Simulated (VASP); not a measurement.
VASP ran on this input.

INCAR:
```
# general
SYSTEM  = InAs
PREC    = Accurate
ENCUT   = 400
LREAL   = F
LASPH   = T

# electronic loop
EDIFF   = 1E-6
NELM    = 100
ALGO    = Normal
LMAXMIX = 4

# smearing
ISMEAR  = 0
SIGMA   = 0.05

# functional
GGA     = PE

# ions
ISIF    = 2

# output
LWAVE   = F
LCHARG  = F
```

### KPOINTS
```
Automatic
0
G
 5 5 3
0 0 0
```

### POSCAR
```
InAs
1
    3.9529740000     0.0000000000     0.0000000000
    0.0000000000     3.9529740000     0.0000000000
    0.0000000000     0.0000000000     6.9604240000
In As
2 2
Direct
  0.0000000000   0.5000000000   0.0000000000
  0.5000000000   0.0000000000   0.5000000000
  0.0000000000   0.0000000000   0.2500000000
  0.0000000000   0.0000000000   0.7500000000
```

POTCAR, in this order: In_d As (PBE.64 set). Program: vasp_std.

Question: Write an equivalent input for Quantum ESPRESSO's pw.x.

Answer: One equivalent input (not run):
```
&CONTROL
  calculation = 'scf'
  pseudo_dir = './pseudo'
  outdir = './out'
  tprnfor = .true.
  tstress = .true.
/
&SYSTEM
  ibrav = 0
  nat = 4
  ntyp = 2
  ecutwfc = 84
  occupations = 'smearing'
  smearing = 'gaussian'
  degauss = 0.003675
  input_dft = 'pbe'
/
&ELECTRONS
  conv_thr = 7.3e-08
  electron_maxstep = 100
/
ATOMIC_SPECIES
  In 114.818 In.upf
  As 74.922 As.upf
CELL_PARAMETERS angstrom
     3.9529740    0.0000000    0.0000000
     0.0000000    3.9529740    0.0000000
     0.0000000    0.0000000    6.9604240
ATOMIC_POSITIONS crystal
  In   0.0000000  0.5000000  0.0000000
  In   0.5000000  0.0000000  0.5000000
  As   0.0000000  0.0000000  0.2500000
  As   0.0000000  0.0000000  0.7500000
K_POINTS automatic
  5 5 3 0 0 0
```
The two are equivalent in intent, not identical: the potentials are each code's own (VASP's PAW set, PseudoDojo norm-conserving files in pw.x), so ENCUT and ecutwfc are chosen apart and not converted; conv_thr bounds pw.x's estimated SCF error, while EDIFF bounds the energy change between steps.

The structure was generated: InAs was put into the PtS type (P4_2/mmc), which need not be its known phase. The cell was not relaxed at this level. The k-mesh is coarse (spacing up to 0.32 per Å, 2π included), so the numbers may not be converged in it.
